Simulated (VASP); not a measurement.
Method: vdW-DF2, VASP's PBE PAW potentials (set 64) (plane waves; VASP).

A VASP calculation is set up with these files.

File POSCAR:
```
SnO2
1.0
  4.8487343716   0.0000000000   0.0000000000
  0.0000000000   4.8487343716   0.0000000000
  0.0000000000   0.0000000000   3.2725195393
Sn O
2 4
direct
  0.0000000000   0.0000000000   0.0000000000
  0.5000000000   0.5000000000   0.5000000000
  0.3065591291   0.3065591291   0.0000000000
  0.8065591291   0.1934408709   0.5000000000
  0.1934408709   0.8065591291   0.5000000000
  0.6934408709   0.6934408709   0.0000000000
```

INCAR:
```
SYSTEM = SnO2
PREC = Accurate
ENCUT = 520
EDIFF = 1E-7
NELM = 100
ALGO = Normal
LREAL = .FALSE.
LASPH = .TRUE.
ISMEAR = 0
SIGMA = 0.05
GGA = ML
ZAB_VDW = -1.8867
LUSE_VDW = .TRUE.
AGGAC = 0.0
LMAXMIX = 4
LWAVE = .FALSE.
LCHARG = .FALSE.
ISIF = 4
IBRION = 2
NSW = 30
EDIFFG = -0.01
```

**KPOINTS**
```
K-points
0
G
 5 5 7
```

POTCAR, in this order: Sn_d O (PBE.64 set). Program: vasp_std.

Output

File OUTCAR:
```
 ion  position               nearest neighbor table
   1  0.000  0.000  0.000-   3 2.10   6 2.10   5 2.11   4 2.11   4 2.11   5 2.11
   2  0.500  0.500  0.500-   4 2.10   5 2.10   3 2.11   6 2.11   3 2.11   6 2.11
   3  0.307  0.307  0.000-   1 2.10   2 2.11   2 2.11
   4  0.807  0.193  0.500-   2 2.10   1 2.11   1 2.11
   5  0.193  0.807  0.500-   2 2.10   1 2.11   1 2.11
   6  0.693  0.693  0.000-   1 2.10   2 2.11   2 2.11
  LATTYP: Found a simple tetragonal cell.
 ALAT       =     4.8487343716
 C/A-ratio  =     0.6749224207
 Subroutine PRICEL returns:
 Original cell was already a primitive cell.
 Subroutine GETGRP returns: Found 16 space group operations
The static configuration has the point symmetry D_2h.
 The point group associated with its full space group is D_4h.
The dynamic configuration has the point symmetry D_2h.
 Subroutine INISYM returns: Found 16 space group operations
 Subroutine IBZKPT returns following result:
 Found     24 irreducible k-points:

 Following reciprocal coordinates:
            Coordinates               Weight
  0.000000  0.000000  0.000000      1.000000
  0.200000  0.000000  0.000000      4.000000
  0.400000  0.000000  0.000000      4.000000
  0.200000  0.200000  0.000000      4.000000
  0.400000  0.200000  0.000000      8.000000
  0.400000  0.400000  0.000000      4.000000
  0.000000  0.000000  0.142857      2.000000
  0.200000  0.000000  0.142857      8.000000
  0.400000  0.000000  0.142857      8.000000
  0.200000  0.200000  0.142857      8.000000
  0.400000  0.200000  0.142857     16.000000
  0.400000  0.400000  0.142857      8.000000
  0.000000  0.000000  0.285714      2.000000
  0.200000  0.000000  0.285714      8.000000
  0.400000  0.000000  0.285714      8.000000
  0.200000  0.200000  0.285714      8.000000
  0.400000  0.200000  0.285714     16.000000
  0.400000  0.400000  0.285714      8.000000
  0.000000  0.000000  0.428571      2.000000
  0.200000  0.000000  0.428571      8.000000
  0.400000  0.000000  0.428571      8.000000
  0.200000  0.200000  0.428571      8.000000
  0.400000  0.200000  0.428571     16.000000
  0.400000  0.400000  0.428571      8.000000
   k-points           NKPTS =     24   k-points in BZ     NKDIM =     24   number of bands    NBANDS=     31
   number of dos      NEDOS =    301   number of ions     NIONS =      6
   total plane-waves  NPLWV =  31104
   dimension x,y,z NGX =    36 NGY =   36 NGZ =   24
   dimension x,y,z NGXF=    72 NGYF=   72 NGZF=   48
   ions per type =               2   4
   PREC   = accura    normal or accurate (medium, high low for compatibility)
   ISTART =      0    job   : 0-new  1-cont  2-samecut
   ICHARG =      2    charge: 1-file 2-atom 10-const
   ISPIN  =      1    spin polarized calculation?
   LNONCOLLINEAR =      F non collinear calculations
   LSORBIT =      F    spin-orbit coupling
   INIWAV =      1    electr: 0-lowe 1-rand  2-diag
   ENCUT  =  520.0 eV  38.22 Ry    6.18 a.u.   9.02  9.02  6.08*2*pi/ulx,y,z
   NELM   =    100;   NELMIN=  2; NELMDL= -5     # of ELM steps
   EDIFF  = 0.1E-06   stopping-criterion for ELM
   LREAL  =      F    real-space projection
   NLSPLINE    = F    spline interpolate recip. space projectors
   LMAXMIX     =    4 max onsite mixed and CHGCAR
   VOSKOWN=      0    Vosko Wilk Nusair interpolation
   EDIFFG = -.1E-01   stopping-criterion for IOM
   NSW    =     30    number of steps for IOM
   NBLOCK =      1;   KBLOCK =     30    inner block; outer block
   IBRION =      2    ionic relax: 0-MD 1-quasi-New 2-CG
   NFREE  =      1    steps in history (QN), initial steepest desc. (CG)
   ISIF   =      4    stress and relaxation
   ISYM   =      2    0-nonsym 1-usesym 2-fastsym
   TEIN   =    0.0    initial temperature
   TEBEG  =    0.0;   TEEND  =   0.0 temperature during run
...
```

**OSZICAR**
```
       N       E                     dE             d eps       ncg     rms          rms(c)
DAV:   1     0.666078380636E+03    0.66608E+03   -0.26557E+04  1620   0.258E+03
DAV:   2     0.674761949531E+02   -0.59860E+03   -0.57937E+03  1677   0.683E+02
DAV:   3    -0.271318967644E+02   -0.94608E+02   -0.92817E+02  1677   0.227E+02
DAV:   4    -0.320640514572E+02   -0.49322E+01   -0.49067E+01  1761   0.574E+01
DAV:   5    -0.322215275226E+02   -0.15748E+00   -0.15742E+00  1807   0.105E+01    0.182E+01
DAV:   6    -0.234053731903E+02    0.88162E+01   -0.38877E+01  2355   0.820E+01    0.571E+00
DAV:   7    -0.235338859383E+02   -0.12851E+00   -0.28891E+00  1607   0.109E+01    0.318E+00
DAV:   8    -0.234917640451E+02    0.42122E-01   -0.44600E-01  2327   0.596E+00    0.902E-01
DAV:   9    -0.234706211067E+02    0.21143E-01   -0.12476E-01  2347   0.407E+00    0.169E-01
DAV:  10    -0.234711468713E+02   -0.52576E-03   -0.91285E-03  2213   0.933E-01    0.904E-02
DAV:  11    -0.234710581523E+02    0.88719E-04   -0.12375E-03  2283   0.412E-01    0.247E-02
DAV:  12    -0.234710714484E+02   -0.13296E-04   -0.10042E-04  1785   0.762E-02    0.219E-02
DAV:  13    -0.234710650852E+02    0.63632E-05   -0.27049E-05  2490   0.602E-02    0.271E-03
DAV:  14    -0.234710650283E+02    0.56946E-07   -0.26794E-06  1735   0.115E-02    0.596E-04
DAV:  15    -0.234710649424E+02    0.85864E-07   -0.12186E-07  1130   0.321E-03
   1 F= -.23471065E+02 E0= -.23471065E+02  d E =-.234711E+02
       N       E                     dE             d eps       ncg     rms          rms(c)
DAV:   1    -0.234754264008E+02   -0.43614E-02   -0.79808E-01  1572   0.617E+00    0.430E-01
DAV:   2    -0.234749076172E+02    0.51878E-03   -0.34324E-02  1824   0.158E+00    0.253E-01
DAV:   3    -0.234729369442E+02    0.19707E-02   -0.23280E-03  2101   0.589E-01    0.715E-02
DAV:   4    -0.234729034344E+02    0.33510E-04   -0.92423E-04  2001   0.221E-01    0.201E-02
DAV:   5    -0.234729018596E+02    0.15747E-05   -0.11664E-04  1663   0.105E-01    0.790E-03
DAV:   6    -0.234729002226E+02    0.16371E-05   -0.11112E-05  1991   0.418E-02    0.292E-03
DAV:   7    -0.234729003182E+02   -0.95686E-07   -0.11920E-06  1772   0.106E-02    0.182E-03
DAV:   8    -0.234729004763E+02   -0.15808E-06   -0.14113E-07  1247   0.322E-03    0.340E-04
DAV:   9    -0.234729004777E+02   -0.13906E-08   -0.31615E-08  1045   0.191E-03
   2 F= -.23472900E+02 E0= -.23472900E+02  d E =-.183554E-02
       N       E                     dE             d eps       ncg     rms          rms(c)
DAV:   1    -0.234729021059E+02   -0.16296E-05   -0.30636E-04  1613   0.121E-01    0.846E-03
DAV:   2    -0.234729019882E+02    0.11774E-06   -0.13126E-05  1804   0.315E-02    0.495E-03
DAV:   3    -0.234729013150E+02    0.67313E-06   -0.80768E-07  1650   0.115E-02    0.140E-03
DAV:   4    -0.234729013001E+02    0.14968E-07   -0.43046E-07  1677   0.463E-03
   3 F= -.23472901E+02 E0= -.23472901E+02  d E =-.183636E-02
       N       E                     dE             d eps       ncg     rms          rms(c)
DAV:   1    -0.234729767761E+02   -0.75461E-04   -0.87729E-03  1488   0.667E-01    0.507E-02
DAV:   2    -0.234729548455E+02    0.21931E-04   -0.17627E-04  2123   0.141E-01    0.309E-02
DAV:   3    -0.234729349040E+02    0.19941E-04   -0.16866E-05  2299   0.574E-02    0.353E-03
DAV:   4    -0.234729352743E+02   -0.37035E-06   -0.47083E-06  1751   0.154E-02    0.139E-03
DAV:   5    -0.234729354112E+02   -0.13689E-06   -0.13541E-07  1185   0.434E-03    0.495E-04
DAV:   6    -0.234729354230E+02   -0.11798E-07   -0.24578E-08   926   0.215E-03
   4 F= -.23472935E+02 E0= -.23472935E+02  d E =-.341230E-04
```

### OUTCAR
```
------------------------ aborting loop because EDIFF is reached ----------------------------------------
  FORCE on cell =-STRESS in cart. coord.  units (eV):
  Direction    XX          YY          ZZ          XY          YZ          ZX
  --------------------------------------------------------------------------------------
  Total        2.3698010      2.3698010      2.3878646     -0.0000000      0.0000000      0.0000000
  in kB       49.3495771     49.3495771     49.7257398     -0.0000000      0.0000000      0.0000000
  external PRESSURE =      49.4749646 kB  Pullay stress =       0.0000000 kB
  volume of cell :       76.94
      direct lattice vectors                 reciprocal lattice vectors
     4.839794343 -0.000000000  0.000000000     0.206620350 -0.000000000  0.000000000
     0.000000000  4.839794343  0.000000000     0.000000000  0.206620350  0.000000000
     0.000000000  0.000000000  3.284620648     0.000000000  0.000000000  0.304449161
 POSITION                                       TOTAL-FORCE (eV/Angst)
 -----------------------------------------------------------------------------------
      0.00000      4.83979      0.00000        -0.000000      0.000000      0.000000
      2.41990      2.41990      1.64231        -0.000000      0.000000      0.000000
      1.48094      1.48094      0.00000         0.002175      0.002175      0.000000
      3.90083      0.93896      1.64231         0.002175     -0.002175      0.000000
      0.93896      3.90083      1.64231        -0.002175      0.002175      0.000000
      3.35886      3.35886      3.28462        -0.002175     -0.002175      0.000000
 -----------------------------------------------------------------------------------
    total drift:                                0.000000      0.000000      0.000000
  FREE ENERGIE OF THE ION-ELECTRON SYSTEM (eV)
  ---------------------------------------------------
  free  energy   TOTEN  =       -23.4729354230 eV

  energy  without entropy=      -23.4729354230  energy(sigma->0) =      -23.47293542

 reached required accuracy - stopping structural energy minimisation
```
(Selected blocks of OUTCAR.)

File CONTCAR:
```
SnO2
   1.00000000000000
     4.8397943429312864   -0.0000000000000000    0.0000000000000000
     0.0000000000000000    4.8397943429312864    0.0000000000000000
     0.0000000000000000    0.0000000000000000    3.2846206483696236
  Sn              O
     2     4
Direct
     0.0000000000000000    1.0000000000000000    0.0000000000000000
     0.5000000000000000    0.5000000000000000    0.5000000000000000
     0.3059913959004118    0.3059913959004118    0.0000000000000000
     0.8059913959004119    0.1940086040995882    0.5000000000000000
     0.1940086040995882    0.8059913959004119    0.5000000000000000
     0.6940086040995881    0.6940086040995881    1.0000000000000000
```

### OUTCAR
```
 val. band max:        5.1860303280   @ k =   0.0000   0.0000   0.0000

 cond. band min:       5.6168267932   @ k =   0.0000   0.0000   0.0000


 Fermi energy:         5.3887367932

 k-point     1 :       0.0000    0.0000    0.0000
  band No.  band energies     occupation
      1     -15.8353      2.00000
      2     -15.2348      2.00000
      3     -15.0949      2.00000
      4     -15.0791      2.00000
      5     -15.0791      2.00000
      6     -15.0162      2.00000
      7     -14.9775      2.00000
      8     -14.9158      2.00000
      9     -14.8856      2.00000
     10     -14.8856      2.00000
     11     -13.2187      2.00000
     12     -11.5612      2.00000
     13     -11.5612      2.00000
     14     -10.1719      2.00000
     15      -2.5598      2.00000
     16       1.5025      2.00000
     17       1.5025      2.00000
     18       1.5431      2.00000
     19       2.3870      2.00000
     20       3.3356      2.00000
     21       3.3403      2.00000
     22       3.9602      2.00000
     23       3.9602      2.00000
     24       4.5030      2.00000
     25       4.5030      2.00000
     26       5.1860      2.00000
     27       5.6168      0.00000
     28      10.5862      0.00000
     29      11.2162      0.00000
     30      11.2162      0.00000
     31      15.1475      0.00000

 k-point     2 :       0.2000    0.0000    0.0000
  band No.  band energies     occupation
      1     -15.7860      2.00000
      2     -15.2903      2.00000
      3     -15.0932      2.00000
      4     -15.0773      2.00000
      5     -15.0772      2.00000
      6     -15.0454      2.00000
      7     -14.9709      2.00000
      8     -14.9208      2.00000
      9     -14.8878      2.00000
     10     -14.8877      2.00000
     11     -13.1019      2.00000
     12     -11.7848      2.00000
     13     -11.3888      2.00000
     14     -10.2467      2.00000
     15      -2.2945      2.00000
     16       0.8147      2.00000
     17       1.6540      2.00000
...
```

Unless said otherwise, spin-orbit coupling is left out, though it shifts the bands of the heavy elements here.

The compound is SnO2 in the rutile structure. This cell is one point of a volume scan, at 0.97 of the reference volume. Symmetry was kept, so distortions that lower it aren't found.
